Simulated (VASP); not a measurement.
# CdGeAs2: the relaxed cell at several levels

How close do the usual functionals, with and without dispersion, come to the cell of CdGeAs2? The levels: LDA, PBEsol, PBE, r2SCAN, PBE + D3(BJ), r2SCAN + rVV10, BLYP + D3(BJ) and AM05. LASPH is on for some levels and off for others; the table marks which. The start is a computed cell from the Materials Project.

Method: LDA; plane waves and PAW (Cd, Ge_d, As), in the first sound run; inputs show where later runs differ, in VASP 6.6.1.

The experiments to compare with:

For CdGeAs2, tetragonal chalcopyrite (undoped vertical Bridgman crystal), “Homogeneous limit of Cd(1-x)Mn(x)GeAs(2) alloy: electrical and magnetic properties” (2014, arxiv:1401.4037) gives, by high-resolution XRD, Rietveld refinement: lattice constant a (a of pure CdGeAs2) 5.9452 ± 0.0002 Å; lattice constant c (c of pure CdGeAs2) 11.2153 ± 0.0003 Å.

This is a report of a sequence of runs, with most program output left out.

**1. The starting structure**

Before any relaxation, the start is as follows. Symmetry: I-42d, No. 122, tetragonal system. Conventional cell: a = 5.978 Å, b = 5.978 Å, c = 11.329 Å, α = 90.00°, β = 90.00°, γ = 90.00°. Cd has 4 As at 2.65 Å nearest. Ge has 4 As at 2.45 Å nearest. Nearest to As lie 2 Ge at 2.45 Å and 2 Cd at 2.65 Å. Farther neighbours are not listed.

Coordinates:

```xyz
8
Lattice="-2.9889 2.9889 5.6643 2.9889 -2.9889 5.6643 2.9889 2.9889 -5.6643" Properties=species:S:1:pos:R:3 pbc="T T T"
Cd    2.9889    0.0000    2.8321
Cd    0.0000    0.0000    5.6643
Ge    0.0000    0.0000    0.0000
Ge    0.0000    2.9889    2.8321
As    1.3224    4.4833    1.4161
As    1.4944    1.6665    4.2482
As    1.6665   -1.4944    7.0804
As    1.4944    1.3224   -1.4161
```

**2. Relaxation with LDA**

Properties are meant for the cell that this level of theory prefers, so cell and atoms are relaxed first (ISIF = 3) until forces and stress are small; EDIFFG sets the threshold. LDA, the lowest rung, knows the local density alone.

The input, INCAR:

```
SYSTEM = CdGeAs2
PREC = Accurate
ENCUT = 520
EDIFF = 1E-06
NELM = 100
ISMEAR = -1
SIGMA = 0.05
LREAL = .FALSE.
ALGO = Normal
GGA = CA
NBANDS = 44
LORBIT = 11
LWAVE = .FALSE.
LCHARG = .FALSE.
KPAR = 8
IBRION = 2
NSW = 60
ISIF = 3
EDIFFG = -0.01
```

The input, POSCAR:

```
CdGeAs2
1.0
   -2.9888745628      2.9888745628      5.6642966801
    2.9888745628     -2.9888745628      5.6642966801
    2.9888745628      2.9888745628     -5.6642966801
Cd Ge As
2 2 4
Direct
    0.2500000000      0.7500000000      0.5000000000
    0.5000000000      0.5000000000      0.0000000000
    0.0000000000      0.0000000000      0.0000000000
    0.7500000000      0.2500000000      0.5000000000
    0.8750000000      0.3462175700      0.9712175700
    0.6537824300      0.6250000000      0.5287824300
    0.3750000000      0.9037824300      0.0287824300
    0.0962175700      0.1250000000      0.4712175700
```

The input, KPOINTS:

```
Automatic mesh
0
Gamma
6 6 6
0 0 0
```

PAW data sets: Cd, Ge_d and As (PBE family, release 64).

The run is started by

```bash
$ mpirun -np 8 vasp_std
```

It took 2.6 min on 8 MPI ranks of Intel Xeon 6975P-C (Granite Rapids), shared host; peak memory 4.2 GiB; 21 min of CPU time.

The gap is read on the k-mesh alone, so it is an upper bound where the band edges lie off the mesh. The PAW data sets were made with PBE, though LDA sets exist; this is a small mismatch. The run keeps the 8 symmetry operations of its start, so it cannot find a distortion of lower symmetry.

Step by step:

```
step  energy less that of the first step (eV)  largest force (eV/Å)  pressure (GPa)  volume (Å³)
   1                                   0.0000                0.2181           -2.13       202.41
   2                                  -0.0489                0.1686            0.91       192.70
   3                                  -0.0546                0.1829            0.12       194.98
   4                                  -0.0596                0.0948            0.07       195.07
   5                                  -0.0616                0.0036            0.01       195.18
   6                                  -0.0618                0.0018           -0.01       195.25
   7                                  -0.0619                0.0004           -0.02       195.30
```

```
conventional cell, symmetrised  before   after  change
                         a (Å)   5.978   5.895  -1.4 %
                         b (Å)   5.978   5.895  -1.4 %
                         c (Å)  11.329  11.241  -0.8 %
              volume (Å³/atom)   25.30   24.41  -3.5 %
```

The atoms that moved most (Å, as changes of fractional coordinates times the final cell):

```
atom      dx      dy     dz  length
 As8   0.000   0.027  0.000   0.027
 As5   0.027   0.000  0.000   0.027
 As7  -0.027   0.000  0.000   0.027
 As6   0.000  -0.027  0.000   0.027
```

Final coordinates:

```xyz
8
Lattice="-2.9474 2.9474 5.6203 2.9474 -2.9474 5.6203 2.9474 2.9474 -5.6203" Properties=species:S:1:pos:R:3 pbc="T T T"
Cd    2.9474    0.0000    2.8102
Cd    0.0000    0.0000    5.6203
Ge    0.0000    0.0000    0.0000
Ge    0.0000    2.9474    2.8102
As    1.3306    4.4211    1.4051
As    1.4737    1.6168    4.2152
As    1.6168   -1.4737    7.0254
As    1.4737    1.3306   -1.4051
```

This step gave:

| Item | Value |
| --- | --- |
| electrons | 72 |
| bands | 44 |
| irreducible k-points | 30 |
| symmetry operations | 8 |
| free energy (TOTEN) | -35.54 eV |
| energy at zero smearing | -35.54 eV |
| Fermi energy | 3.042 eV |
| pressure | -0.01769 GPa |
| metallic | no |
| valence top at k | 0, 0, 0 |
| conduction bottom at k | 0, 0, 0 |
| least direct gap at k | 0, 0, 0 |
| SCF cycles over all ionic steps | 54 |
| gap on the k-mesh | 0.2113 eV |
| least direct gap on the k-mesh | 0.2113 eV |

It ends with forces under 0.001 eV/Å and a pressure of -0.02 GPa. The conventional cell has a = 5.895 and c = 11.241 Å.

**3. Relaxation with PBEsol**

This step: PBEsol; plane waves and PAW (Cd, Ge_d, As) (VASP 6.6.1).

PBEsol restores the gradient expansion of exchange and is tuned for the cells of solids.

INCAR, as its differences from that of step 2:

```diff
@@ -9,3 +9,3 @@
 ALGO = Normal
-GGA = CA
+GGA = PS
 NBANDS = 44
```

POSCAR is that of step 2.

KPOINTS is that of step 2.

The run is started by

```bash
$ mpirun -np 8 vasp_std
```

Elapsed: 2.7 min, on 8 MPI ranks; peak memory 5 GiB; 21 min of CPU time.

The PAW data sets were made with PBE, which is usual practice but a small mismatch for other functionals.

Step by step:

```
step  energy less that of the first step (eV)  largest force (eV/Å)  pressure (GPa)  volume (Å³)
   1                                   0.0000                0.1665           -0.51       202.41
   2                                  -0.0069                0.1036            0.16       200.08
   3                                  -0.0069                0.0977            0.23       199.87
   4                                  -0.0091                0.0296            0.08       200.28
   5                                  -0.0094                0.0026            0.01       200.48
   6                                  -0.0094                0.0002           -0.02       200.55
```

```
conventional cell, symmetrised  before   after  change
                         a (Å)   5.978   5.955  -0.4 %
                         b (Å)   5.978   5.955  -0.4 %
                         c (Å)  11.329  11.310  -0.2 %
              volume (Å³/atom)   25.30   25.07  -0.9 %
```

The atoms that moved most (Å, as changes of fractional coordinates times the final cell):

```
atom      dx      dy     dz  length
 As8   0.000   0.019  0.000   0.019
 As5   0.019   0.000  0.000   0.019
 As7  -0.019   0.000  0.000   0.019
 As6   0.000  -0.019  0.000   0.019
```

Final coordinates:

```xyz
8
Lattice="-2.9776 2.9776 5.6548 2.9776 -2.9776 5.6548 2.9776 2.9776 -5.6548" Properties=species:S:1:pos:R:3 pbc="T T T"
Cd    2.9776    0.0000    2.8274
Cd    0.0000    0.0000    5.6548
Ge    0.0000    0.0000    0.0000
Ge    0.0000    2.9776    2.8274
As    1.3363    4.4665    1.4137
As    1.4888    1.6413    4.2411
As    1.6413   -1.4888    7.0685
As    1.4888    1.3363   -1.4137
```

Numbers from this step:

* free energy (TOTEN): -33.13 eV
* energy at zero smearing: -33.13 eV
* Fermi energy: 2.970 eV
* pressure: -0.01666 GPa
* valence top at k: 0.1667, 0, 0
* SCF cycles over all ionic steps: 47
* gap on the k-mesh: 0.2011 eV
* least direct gap on the k-mesh: 0.2191 eV

It ends at 25.07 Å³/atom, -0.9 % from the start, with -0.02 GPa left. The conventional cell has a = 5.955 and c = 11.310 Å.

**4. Relaxation with PBE**

This step: PBE; plane waves and PAW (Cd, Ge_d, As) (VASP 6.6.1).

PBE, the usual starting point, adds the gradient of the density.

INCAR, as its differences from that of step 3:

```diff
@@ -9,3 +9,3 @@
 ALGO = Normal
-GGA = PS
+GGA = PE
 NBANDS = 44
```

POSCAR is that of step 3.

KPOINTS is that of step 3.

The run is started by

```bash
$ mpirun -np 8 vasp_std
```

Elapsed: 2 min, on 8 MPI ranks; peak memory 4.9 GiB; 16 min of CPU time.

Relaxation path:

```
step  energy less that of the first step (eV)  largest force (eV/Å)  pressure (GPa)  volume (Å³)
   1                                   0.0000                0.1311            2.40       202.41
   2                                  -0.0560                0.0233           -0.70       213.70
   3                                  -0.0622                0.0480           -0.02       210.87
   4                                  -0.0626                0.0294           -0.01       210.83
   5                                  -0.0628                0.0017            0.00       210.75
```

```
conventional cell, symmetrised  before   after  change
                         a (Å)   5.978   6.058  +1.3 %
                         b (Å)   5.978   6.058  +1.3 %
                         c (Å)  11.329  11.486  +1.4 %
              volume (Å³/atom)   25.30   26.34  +4.1 %
```

The atoms that moved most (Å, as changes of fractional coordinates times the final cell):

```
atom      dx      dy     dz  length
 As8   0.000   0.011  0.000   0.011
 As5   0.011   0.000  0.000   0.011
 As7  -0.011   0.000  0.000   0.011
 As6   0.000  -0.011  0.000   0.011
```

Final coordinates:

```
Cd Ge As
1.0
    -3.02885    3.02885    5.74308
     3.02885   -3.02885    5.74308
     3.02885    3.02885   -5.74308
Cd Ge As
2 2 4
Direct
  0.25000 0.75000 0.50000
  0.50000 0.50000 0.00000
  0.00000 0.00000 0.00000
  0.75000 0.25000 0.50000
  0.87500 0.34801 0.97301
  0.65199 0.62500 0.52699
  0.37500 0.90199 0.02699
  0.09801 0.12500 0.47301
```

It ends at 26.34 Å³/atom, +4.1 % from the start, with 0.00 GPa left. The conventional cell has a = 6.058 and c = 11.486 Å.

**5. Relaxation with r2SCAN**

This step: r2SCAN; plane waves and PAW (Cd, Ge_d, As) (VASP 6.6.1).

r2SCAN adds the kinetic-energy density, costs more than a GGA and is run with LASPH.

INCAR, as its differences from that of step 4:

```diff
@@ -9,3 +9,4 @@
 ALGO = Normal
-GGA = PE
+METAGGA = R2SCAN
+LASPH = .TRUE.
 NBANDS = 44
```

POSCAR is that of step 4.

KPOINTS is that of step 4.

The run is started by

```bash
$ mpirun -np 8 vasp_std
```

The job ended after 5.2 min (8 MPI ranks; peak memory 5.2 GiB; 41 min of CPU time).

The gap is under twice the smearing width, so the edge states are partly filled and the run can't tell a small gap from a semimetal.

The steps of the relaxation:

```
step  energy less that of the first step (eV)  largest force (eV/Å)  pressure (GPa)  volume (Å³)
   1                                   0.0000                0.0038            0.06       202.41
   2                                  -0.0001                0.0004           -0.03       202.68
   3                                  -0.0001                0.0006           -0.02       202.68
   4                                  -0.0001                0.0015            0.00       202.63
```

```
conventional cell, symmetrised  before   after  change
                         a (Å)   5.978   5.983  +0.1 %
                         b (Å)   5.978   5.983  +0.1 %
                         c (Å)  11.329  11.320  -0.1 %
              volume (Å³/atom)   25.30   25.33  +0.1 %
```

The relaxed structure:

```cif
data_structure
_symmetry_space_group_name_H-M 'P 1'
_symmetry_Int_Tables_number 1
_cell_length_a 7.0664
_cell_length_b 7.0664
_cell_length_c 7.0664
_cell_angle_alpha 129.906
_cell_angle_beta 129.906
_cell_angle_gamma 73.558
_cell_volume 202.63
loop_
_atom_site_label
_atom_site_type_symbol
_atom_site_fract_x
_atom_site_fract_y
_atom_site_fract_z
_atom_site_occupancy
Cd1 Cd 0.25000 0.75000 0.50000 1
Cd2 Cd 0.50000 0.50000 0.00000 1
Ge3 Ge 0.00000 0.00000 0.00000 1
Ge4 Ge 0.75000 0.25000 0.50000 1
As5 As 0.87500 0.34625 0.97125 1
As6 As 0.65375 0.62500 0.52875 1
As7 As 0.37500 0.90375 0.02875 1
As8 As 0.09625 0.12500 0.47125 1
```

It ends at 25.33 Å³/atom, +0.1 % from the start, with 0.00 GPa left. The conventional cell has a = 5.983 and c = 11.320 Å.

**6. Relaxation with PBE + D3(BJ)**

This step: PBE with D3(BJ); plane waves and PAW (Cd, Ge_d, As) (VASP 6.6.1).

A dispersion term adds the long-range attraction that semilocal functionals lack. D3 with Becke-Johnson damping keeps a finite attraction at short range.

INCAR, as its differences from that of step 5:

```diff
@@ -9,4 +9,4 @@
 ALGO = Normal
-METAGGA = R2SCAN
-LASPH = .TRUE.
+GGA = PE
+IVDW = 12
 NBANDS = 44
```

POSCAR is that of step 5.

KPOINTS is that of step 5.

The run is started by

```bash
$ mpirun -np 8 vasp_std
```

Wall time 1.8 min (8 MPI ranks); peak memory 5 GiB.

It ends at 25.30 Å³/atom, under 0.05 % from the start, with 0.01 GPa left. The conventional cell has a = 5.982 and c = 11.313 Å. Against plain PBE, the dispersion term moves a by -1.3 % and c by -1.5 %.

**7. Relaxation with r2SCAN + rVV10**

This step: r2SCAN with rVV10; plane waves and PAW (Cd, Ge_d, As) (VASP 6.6.1).

LUSE_VDW switches on a nonlocal correlation term for dispersion.

INCAR, as its differences from that of step 6:

```diff
@@ -9,4 +9,8 @@
 ALGO = Normal
-GGA = PE
-IVDW = 12
+METAGGA = R2SCAN
+LUSE_VDW = .TRUE.
+IVDW_NL = 2
+BPARAM = 11.95
+CPARAM = 0.0093
+LASPH = .TRUE.
 NBANDS = 44
```

POSCAR is that of step 6.

KPOINTS is that of step 6.

The run is started by

```bash
$ mpirun -np 8 vasp_std
```

Run time: 21 min. Hardware: 8 MPI ranks; peak memory 9.4 GiB.

It ends at 25.03 Å³/atom, -1.1 % from the start, with -0.01 GPa left. The conventional cell has a = 5.964 and c = 11.260 Å. Against plain r2SCAN, the dispersion term moves a by -0.3 % and c by -0.5 %.

**8. Relaxation with BLYP + D3(BJ)**

This step: BLYP with D3(BJ); plane waves and PAW (Cd, Ge_d, As) (VASP 6.6.1).

BLYP comes from molecular chemistry and underbinds dense solids.

INCAR, as its differences from that of step 7:

```diff
@@ -9,8 +9,12 @@
 ALGO = Normal
-METAGGA = R2SCAN
-LUSE_VDW = .TRUE.
-IVDW_NL = 2
-BPARAM = 11.95
-CPARAM = 0.0093
-LASPH = .TRUE.
+GGA = B5
+ALDAX = 1
+AGGAX = 1
+AGGAC = 1
+ALDAC = 0
+IVDW = 12
+VDW_S6 = 1
+VDW_S8 = 2.6996
+VDW_A1 = 0.4298
+VDW_A2 = 4.2359
 NBANDS = 44
```

POSCAR is that of step 7.

KPOINTS is that of step 7.

The run is started by

```bash
$ mpirun -np 8 vasp_std
```

Run time: 3.6 min. Hardware: 8 MPI ranks; peak memory 5 GiB; 23 min of CPU time.

It ends at 25.50 Å³/atom, +0.8 % from the start, with 0.01 GPa left. The conventional cell has a = 5.999 and c = 11.339 Å.

**9. Relaxation with AM05**

This step: AM05; plane waves and PAW (Cd, Ge_d, As) (VASP 6.6.1).

AM05 is built from the electron gas and the surface model, and does well on lattice constants.

INCAR, as its differences from that of step 8:

```diff
@@ -9,12 +9,3 @@
 ALGO = Normal
-GGA = B5
-ALDAX = 1
-AGGAX = 1
-AGGAC = 1
-ALDAC = 0
-IVDW = 12
-VDW_S6 = 1
-VDW_S8 = 2.6996
-VDW_A1 = 0.4298
-VDW_A2 = 4.2359
+GGA = AM
 NBANDS = 44
```

POSCAR is that of step 8.

KPOINTS is that of step 8.

The run is started by

```bash
$ mpirun -np 8 vasp_std
```

The job ended after 2.8 min (8 MPI ranks; peak memory 5 GiB; 18 min of CPU time).

It ends at 25.22 Å³/atom, -0.3 % from the start, with -0.01 GPa left. The conventional cell has a = 5.967 and c = 11.330 Å.

**10. The cells as a table**

This step: relaxed cells at several levels; plane waves and PAW (VASP 6.6.1).

This step runs nothing: it gathers the runs above.

Lengths are those of the conventional cell; cost is the wall time of each run, as given at its step, times its ranks, without the set-up around it; LASPH differs between rows, which moves results and costs too. Results by level, by row:

```
         level  volume (Å³/atom)  change from the start (%)  a (Å)  c (Å)  cost (core minutes)  LASPH
           LDA             24.41                       -3.5  5.895  11.24                 20.7    off
        PBEsol             25.07                       -0.9  5.955  11.31                 21.5    off
           PBE             26.34                        4.1  6.058  11.49                 16.4    off
        r2SCAN             25.33                        0.1  5.983  11.32                 41.6     on
  PBE + D3(BJ)              25.3                          0  5.982  11.31                 14.5    off
r2SCAN + rVV10             25.03                       -1.1  5.964  11.26                  170     on
 BLYP + D3(BJ)              25.5                        0.8  5.999  11.34                 28.8    off
          AM05             25.22                       -0.3  5.967  11.33                   22    off
```

**11. Outcome**

| Quantity | Value |
| --- | --- |
| volume, LDA | 24.41 Å³/atom |
| volume, PBEsol | 25.07 Å³/atom |
| volume, PBE | 26.34 Å³/atom |
| volume, r2SCAN | 25.33 Å³/atom |
| volume, PBE + D3(BJ) | 25.30 Å³/atom |
| volume, r2SCAN + rVV10 | 25.03 Å³/atom |
| volume, BLYP + D3(BJ) | 25.50 Å³/atom |
| volume, AM05 | 25.22 Å³/atom |

What this shows: For CdGeAs2 the levels give volumes between 24.41 Å³/atom (LDA) and 26.34 Å³/atom (PBE), a spread of 7.9 %, while the cost of the finished runs spans a factor of 12. Within 1 % of experiment on every length: LDA, PBEsol, r2SCAN, PBE + D3(BJ) and r2SCAN + rVV10. The nearest, r2SCAN + rVV10, took 12 times the core time of PBE + D3(BJ) and lowers the largest miss from 0.87 to 0.40 %. Thermal and zero-point expansion, often some tenths of a per cent in length, bear on this order: with the measured lengths lowered by an assumed 0.4 % the nearest becomes LDA. The costs hold the number of ionic steps as well as the price of the functional. The closing table has room for seven levels; AM05 stands in the table of levels alone. Adding D3(BJ) to PBE changes the volume by -4.0 % (a by -1.3 % and c by -1.5 %). Adding rVV10 to r2SCAN changes the volume by -1.2 % (a by -0.3 % and c by -0.5 %). Within 0.02 Å all end in space group I-42d; the runs can't lower the symmetry of the start. LASPH is on for some levels and off for others, so differences between them are not the functional's alone. Each is a single relaxation on the plane waves of the start cell, so larger changes of volume carry a basis-set error that was not tested here.

Comparison with the measured values:

| quantity | measured | LDA | PBEsol | PBE | r2SCAN | PBE + D3(BJ) | r2SCAN + rVV10 | BLYP + D3(BJ) |
| --- | --- | --- | --- | --- | --- | --- | --- | --- |
| lattice constant a (Å) | 5.9452 | 5.895 (-0.8 %) | 5.955 (+0.2 %) | 6.058 (+1.9 %) | 5.983 (+0.6 %) | 5.982 (+0.6 %) | 5.964 (+0.3 %) | 5.999 (+0.9 %) |
| lattice constant c (Å) | 11.2153 | 11.241 (+0.2 %) | 11.310 (+0.8 %) | 11.486 (+2.4 %) | 11.320 (+0.9 %) | 11.313 (+0.9 %) | 11.260 (+0.4 %) | 11.339 (+1.1 %) |

Measured values from arxiv:1401.4037 (2014).

**Verdict.** For the lattice constant a, of the levels listed nearest comes PBEsol (+0.2 %, good agreement) and farthest PBE (+1.9 %, a clear miss). For the lattice constant c, of the levels listed nearest comes LDA (+0.2 %, good agreement) and farthest PBE (+2.4 %, a clear miss). The grades are ours: good and fair within 0.7 and 1.5 % for the lattice constant a and 0.8 and 2 % for the lattice constant c. Zero-point motion and thermal expansion are not in the computed lattice constants.

[Lines on the potential files, build, host, timing and source positions are cut from VASP's logs without a mark.]

[Logs are printed without paths, hosts, clocks, repeated set-up lines and the standing remarks that a program may print on its own settings, such as how far it seeks lower states.]

[Hosts, paths, dates, database ids (printed as entryN), source tags and the programs' standing remarks are cut or masked in the printed files.]

[A measured line is paired with the nearest computed mode of its activity, which favours agreement.]
